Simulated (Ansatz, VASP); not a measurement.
## One calculation of Na4Cu, two programs

```
Na Cu
1.0
     6.40744    0.00000    0.00000
    -3.20372    5.54901    0.00000
     0.00000    0.00000    5.44349
Na Cu
4 1
Cartesian
  0.0000 0.0000 0.0000
  3.2037 0.0000 2.7217
  -1.6019 2.7745 2.7217
  1.6019 2.7745 2.7217
  0.0000 0.0000 2.7217
```

The cell was built by a generator and needn't be a form met in nature.

Alike in both runs: task single point; functional PBE; k mesh 6 × 6 × 8; occupations gaussian, width 0.1 eV; no spin polarisation.

|  | VASP | Ansatz |
| --- | --- | --- |
| version | VASP 6.6.1 | Ansatz 0.2.0 |
| potentials or method | VASP PAW PBE potentials, release 64 (Na_pv, Cu) | scalar-relativistic, plane waves, PAW |
| plane-wave cutoff (eV) | 520 | 420 |
| valence electrons in the cell | 39 | 55 |

Ansatz gave:

* gap on the k mesh at the Fermi level (eV): none
* pressure (GPa): 0.0

**Question.** Which values does VASP return?

**Answer.** gap on the k mesh at the Fermi level (eV): none; pressure (GPa): 0.1.

A gap of «none» marks a metal or a gap that the smearing closes. The two sets of potentials don't hold the same shells in valence.
